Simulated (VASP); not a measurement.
# KBrF3 (R-3m) in VASP: single point with r2SCAN

Aim: the single point of KBrF3 with r2SCAN.

Everything below comes from runs of VASP 6.6.1. Logs are shortened: lines on timing, memory, paths and dates and some standing lists are left out, and cuts for length are marked.

## 1. The crystal as given

Symmetry: R-3m, No. 166, trigonal system. The conventional cell has a = 6.645 Å, b = 6.645 Å, c = 7.252 Å, α = 90.00°, β = 90.00°, γ = 120.00°. Around K (site symmetry -3m) lie 12 F at 3.09 to 3.32 Å. Around Br (site symmetry -3m) lie 6 F at 2.27 Å. Around F (site symmetry 2/m) lie 2 Br at 2.27 Å.

The cell was built by a generator and needn't be a form met in nature.

## 2. Single point, r2SCAN

Contents of POSCAR:

```
KBrF3
1.0
    3.3222626063      1.9181077534      2.4173019404
   -3.3222626063      1.9181077534      2.4173019404
    0.0000000000     -3.8362198768      2.4172984727
K Br F
1 1 3
Direct
    0.0374145198      0.0374145198      0.0374145198
    0.5374004997      0.5374004997      0.5374004997
    0.5373934454      0.0373980897      0.5373934454
    0.5373934454      0.5373934454      0.0373980897
    0.0373980897      0.5373934454      0.5373934454
```

Contents of INCAR.step1:

```
PREC = Accurate
ENCUT = 520
ISMEAR = -1
SIGMA = 0.1
LREAL = F
LASPH = T
NELM = 60
NBANDS = 26
GGA = PE
ALGO = Normal
EDIFF = 1E-4
LWAVE = T
LCHARG = F
```

Contents of INCAR.step2:

```
PREC = Accurate
ENCUT = 520
EDIFF = 1E-6
ISMEAR = -1
SIGMA = 0.1
LREAL = F
LASPH = T
NELM = 60
ALGO = Normal
ISIF = 2
LWAVE = F
LCHARG = T
METAGGA = R2SCAN
LMIXTAU = T
LELF = T
LVHAR = T
NBANDS = 26
ISTART = 1
```

Contents of KPOINTS:

```
Automatic mesh
0
Gamma
  6 6 6
```

Potentials or basis: VASP PAW PBE potentials, release 64 (K_sv, Br, F).

Run with:

```
$ cat potpaw_PBE.64/K_sv/POTCAR potpaw_PBE.64/Br/POTCAR potpaw_PBE.64/F/POTCAR > POTCAR
$ cp INCAR.step1 INCAR
$ mpirun -np 1 vasp_std > vasp.out
$ cp INCAR.step2 INCAR
$ mpirun -np 1 vasp_std > vasp.out
```

OUTCAR:

```text
PREC = Accurate
   ENCUT = 520
   EDIFF = 1E-6
   ISMEAR = -1
   LREAL = F
   LASPH = T
   NELM = 60
   ISIF = 2
   METAGGA = R2SCAN
   ISTART = 1

 ion  position               nearest neighbor table
   1  0.037  0.037  0.037-
   2  0.537  0.537  0.537-   4 2.27   3 2.27   5 2.27   4 2.27   3 2.27   5 2.27
   3  0.537  0.037  0.537-   2 2.27   2 2.27
   4  0.537  0.537  0.037-   2 2.27   2 2.27
   5  0.037  0.537  0.537-   2 2.27   2 2.27

  LATTYP: Found a trigonal (rhomboedric) cell.
 ALAT       =     4.5343042300
 COS(alpha) =    -0.0736842935

  Lattice vectors:

 A1 = (   3.3222626063,   1.9181077534,   2.4173019404)
 A2 = (  -3.3222626063,   1.9181077534,   2.4173019404)
 A3 = (   0.0000000000,  -3.8362198768,   2.4172984727)

Analysis of symmetry for initial positions (statically):
=====================================================================
 Subroutine PRICEL returns:
 Original cell was already a primitive cell.

 Routine SETGRP: Setting up the symmetry group for a
 trigonal (rhombohedral) supercell.

 Subroutine GETGRP returns: Found  6 space group operations
 (whereof  6 operations were pure point group operations)
 out of a pool of 12 trial point group operations.

The static configuration has the point symmetry C_3v.

Analysis of symmetry for dynamics (positions and initial velocities):
=====================================================================
 Subroutine PRICEL returns:
 Original cell was already a primitive cell.

 Routine SETGRP: Setting up the symmetry group for a
 trigonal (rhombohedral) supercell.

 Subroutine GETGRP returns: Found  6 space group operations
 (whereof  6 operations were pure point group operations)
 out of a pool of 12 trial point group operations.

The dynamic configuration has the point symmetry C_3v.

 Subroutine INISYM returns: Found  6 space group operations
 (whereof  6 operations are pure point group operations),
 and found     1 'primitive' translations

----------------------------------------------------------------------------------------

                                     Primitive cell

  volume of cell :      92.4250

  direct lattice vectors                    reciprocal lattice vectors
     3.322262606  1.918107753  2.417301940     0.150499843  0.086891042  0.137894904
    -3.322262606  1.918107753  2.417301940    -0.150499843  0.086891042  0.137894904
     0.000000000 -3.836219877  2.417298473     0.000000000 -0.173782333  0.137894747

  length of vectors
     4.534304230  4.534304230  4.534304230     0.221845127  0.221845127  0.221845127

  position of ions in fractional coordinates (direct lattice)
     0.037414520  0.037414520  0.037414520
     0.537400500  0.537400500  0.537400500
     0.537393445  0.037398090  0.537393445
     0.537393445  0.537393445  0.037398090
     0.037398090  0.537393445  0.537393445

  ion indices of the primitive-cell ions
   primitive index   ion index
                 1           1
                 2           2
                 3           3
                 4           4
                 5           5

----------------------------------------------------------------------------------------

 KPOINTS: Automatic mesh

Automatic generation of k-mesh.
 Grid dimensions read from file:
 generate k-points for:    6    6    6

 Generating k-lattice:

  Cartesian coordinates                     Fractional coordinates (reciprocal lattice)
     0.025083307  0.014481840  0.022982484     0.166666667 -0.000000000  0.000000000
    -0.025083307  0.014481840  0.022982484    -0.000000000  0.166666667  0.000000000
     0.000000000 -0.028963722  0.022982458     0.000000000  0.000000000  0.166666667

  Length of vectors
     0.036974188  0.036974188  0.036974188

  Shift w.r.t. Gamma in fractional coordinates (k-lattice)
     0.000000000  0.000000000  0.000000000

 Subroutine IBZKPT returns following result:
 ===========================================

 Found     32 irreducible k-points:

 Following reciprocal coordinates:
            Coordinates               Weight
  0.000000  0.000000  0.000000      1.000000
  0.166667 -0.000000  0.000000      6.000000
  0.333333  0.000000  0.000000      6.000000
  0.500000  0.000000  0.000000      3.000000
  0.166667  0.166667  0.000000      6.000000
  0.333333  0.166667  0.000000     12.000000
[... 16 lines left out ...]
  0.500000  0.500000  0.166667      6.000000
 -0.333333  0.500000  0.166667     12.000000
 [... further k-points ...]
   k-points           NKPTS =     32   k-points in BZ     NKDIM =     32   number of bands    NBANDS=     26
   number of dos      NEDOS =    301   number of ions     NIONS =      5
   total plane-waves  NPLWV =  46656
   dimension x,y,z NGX =    36 NGY =   36 NGZ =   36
   dimension x,y,z NGXF=    72 NGYF=   72 NGZF=   72
   ions per type =               1   1   3
   NGX,Y,Z   is equivalent  to a cutoff of  13.20, 13.20, 13.20 a.u.
   NGXF,Y,Z  is equivalent  to a cutoff of  26.40, 26.40, 26.40 a.u.
 SYSTEM =  unknown system
   PREC   = accura    normal or accurate (medium, high low for compatibility)
   ISTART =      1    job   : 0-new  1-cont  2-samecut
   ICHARG =      0    charge: 1-file 2-atom 10-const
   ISPIN  =      1    spin polarized calculation?
   LNONCOLLINEAR =      F non collinear calculations
   LSORBIT =      F    spin-orbit coupling
   LASPH  =      T    aspherical Exc in radial PAW
   ENCUT  =  520.0 eV  38.22 Ry    6.18 a.u.   8.43  8.43  8.43*2*pi/ulx,y,z
   NELM   =     60;   NELMIN=  2; NELMDL=  0     # of ELM steps
   EDIFF  = 0.1E-05   stopping-criterion for ELM
   LREAL  =      F    real-space projection
[... 7 lines left out ...]
   TEBEG  =    0.0;   TEEND  =   0.0 temperature during run
   PSTRESS=    0.0 pullay stress
   NELECT =      37.0000    total number of electrons
   NUPDOWN=      -1.0000    fix difference up-down
   EMIN   =  10.00;   EMAX   =-10.00  energy-range for DOS
   EFERMI =   0.00;   METHOD = LEGACY
   ISMEAR =    -1;   SIGMA  =   0.10  broadening in eV -4-tet -1-fermi 0-gaus
   EFERMI_NEDOS =   21; number of points for ismear=-14 and -15
   IALGO  =     38    algorithm
   IMIX   =      4    mixing-type and parameters
     AMIX     =   0.40;   BMIX     =  1.00
     AMIX_MAG =   1.60;   BMIX_MAG =  1.00
  volume/ion in A,a.u.               =      18.48       124.74
  Fermi-wavevector in a.u.,A,eV,Ry     =   1.206551  2.280051 19.806888  1.455765
  Thomas-Fermi vector in A             =   2.342215
   LORBIT       =      0    0 simple, 1 ext, 2 COOP (PROOUT), +10 PAW based schemes
   METAGGA = R2SCAN    functional components
   LHFCALC =     F    Hartree Fock is set to
   AEXX    =    0.0000 exact exchange contribution
   IVDW    =     0    specifies the selected vdW correction
   LEPSILON=     F    determine dielectric tensor
   LRPA    =     F    only Hartree local field effects (RPA)
 non-spin polarized calculation
  energy-cutoff  :      520.00
  volume of cell :       92.42
 maximum number of plane-waves:      2523
 NGX is ok and might be reduce to    36
   NGX = 17   NGY = 17   NGZ = 17

 number of electron      37.0000001 magnetization

 Free energy of the ion-electron system (eV)
  ---------------------------------------------------
  ext. energy  EPLUGINS =         0.00000000
  ---------------------------------------------------
  free energy    TOTEN  =       -35.42279581 eV

  energy without entropy =      -35.41878192  energy(sigma->0) =      -35.42078886

 E-fermi :   0.0338     XC(G=0):  -8.9210

 val. band max:       -0.4533161245   @ k =  -0.3333   0.3333   0.0000
 cond. band min:       0.5008831818   @ k =  -0.1667   0.1667   0.1667
 fundamental gap:      0.9541993063
 Fermi energy:         0.0338223131

 k-point     1 :       0.0000    0.0000    0.0000
  band No.  band energies     occupation
      1     -30.4244      2.00000
      2     -24.2240      2.00000
      3     -23.6765      2.00000
      4     -23.6765      2.00000
      5     -15.2482      2.00000
      6     -13.1227      2.00000
[... 18 lines left out ...]
     25       9.1846      0.00000
     26       9.1846      0.00000

 k-point     2 :       0.1667   -0.0000    0.0000
  band No.  band energies     occupation
      1     -30.4236      2.00000
      2     -24.1918      2.00000
      3     -23.7002      2.00000
      4     -23.6759      2.00000
      5     -15.3748      2.00000
      6     -13.1167      2.00000
[... 18 lines left out ...]
     25       9.2828      0.00000
     26       9.3078      0.00000

 k-point     3 :       0.3333    0.0000    0.0000
  band No.  band energies     occupation
      1     -30.4220      2.00000
      2     -24.1136      2.00000
      3     -23.7615      2.00000
      4     -23.6753      2.00000
      5     -15.6092      2.00000
      6     -13.1208      2.00000
[... 18 lines left out ...]
     25       9.5069      0.00000
     26       9.5943      0.00000

 k-point     4 :       0.5000    0.0000    0.0000
  band No.  band energies     occupation
      1     -30.4212      2.00000
      2     -24.0603      2.00000
      3     -23.8059      2.00000
      4     -23.6751      2.00000
      5     -15.7186      2.00000
      6     -13.1247      2.00000
[... 18 lines left out ...]
     25       9.7688      0.00000
     26       9.7833      0.00000
[... 496 lines left out ...]
      1     -30.4208      2.00000
      2     -24.0581      2.00000
      3     -23.7686      2.00000
      4     -23.6965      2.00000
      5     -15.8531      2.00000
      6     -13.1279      2.00000
[... 18 lines left out ...]
     25       9.2288      0.00000
     26       9.5100      0.00000

 k-point    23 :       0.5000    0.5000    0.1667
  band No.  band energies     occupation
      1     -30.4182      2.00000
      2     -23.8605      2.00000
      3     -23.8355      2.00000
      4     -23.7720      2.00000
      5     -16.2898      2.00000
      6     -13.1435      2.00000
[... 18 lines left out ...]
     25       9.1843      0.00000
     26       9.6394      0.00000

 k-point    24 :      -0.3333    0.5000    0.1667
  band No.  band energies     occupation
      1     -30.4189      2.00000
      2     -23.9372      2.00000
      3     -23.8168      2.00000
      4     -23.7282      2.00000
      5     -16.1857      2.00000
      6     -13.1397      2.00000
[... 18 lines left out ...]
     25       9.1804      0.00000
     26       9.4599      0.00000

 [... further k-points ...]
[... 5 lines left out ...]
  --------------------------------------------------------------------------------------
  -------------------------------------------------------------------------------------
  Total       -0.1318446     -0.1318446     -0.1476268     -0.0000000      0.0000000      0.0000000
  in kB       -2.2855134     -2.2855134     -2.5590954     -0.0000000      0.0000002      0.0000000
  external PRESSURE =      -2.3767074 kB  Pullay stress =       0.0000000 kB

 VOLUME and BASIS-vectors are now :
 -----------------------------------------------------------------------------
  energy-cutoff  :      520.00
  volume of cell :       92.42
      direct lattice vectors                 reciprocal lattice vectors
     3.322262606  1.918107753  2.417301940     0.150499843  0.086891042  0.137894904
    -3.322262606  1.918107753  2.417301940    -0.150499843  0.086891042  0.137894904
     0.000000000 -3.836219877  2.417298473     0.000000000 -0.173782333  0.137894747

 POSITION                                       TOTAL-FORCE (eV/Angst)
 -----------------------------------------------------------------------------------
      0.00000     -0.00000      0.27133         0.000000      0.000000     -0.000668
      0.00000     -0.00000      3.89718         0.000000      0.000000     -0.001386
      1.66112     -0.95905      2.68849         0.000193     -0.000112      0.000684
      0.00000      1.91809      2.68849         0.000000      0.000223      0.000684
     -1.66112     -0.95905      2.68849        -0.000193     -0.000112      0.000684
 -----------------------------------------------------------------------------------
    total drift:                               -0.000000     -0.000000      0.002382

  FREE ENERGIE OF THE ION-ELECTRON SYSTEM (eV)
  ---------------------------------------------------
  free  energy   TOTEN  =       -35.4227958098 eV

  energy  without entropy=      -35.4187819190  energy(sigma->0) =      -35.42078886
```

It took 2.6 min on 1 thread of Intel Xeon 6975P-C (Granite Rapids), shared host; peak memory 0.25 GiB.

Results:

| Property | Result |
| --- | --- |
| Free energy | -35.4228 eV |
| Pressure | -0.2 GPa |
| Band gap on the k mesh | none (metal or under the smearing width) |

Levels at points of the mesh, in eV from the Fermi level:
| k point | band 15 | band 16 | band 17 | band 18 | band 19 | band 20 | band 21 | band 22 |
| --- | --- | --- | --- | --- | --- | --- | --- | --- |
| (0.00, 0.00, 0.00) | -3.64 | -3.62 | -3.62 | 1.19 | 1.72 | 1.72 | 4.78 | 7.18 |
| (0.50, 0.00, 0.00) | -3.91 | -3.84 | -3.65 | -1.42 | 1.22 | 1.57 | 6.63 | 7.73 |
| (0.50, 0.50, 0.00) | -3.93 | -3.43 | -3.42 | -1.87 | -1.73 | 1.25 | 7.37 | 8.24 |
| (0.50, 0.50, 0.50) | -3.43 | -3.40 | -2.92 | -2.54 | -2.28 | -2.28 | 8.58 | 8.58 |

Caveat: the PAW data sets were made with another functional, which shifts forces and pressure a little; an odd number of electrons without spin polarisation forces a metal; a magnetic or distorted state may lie lower.
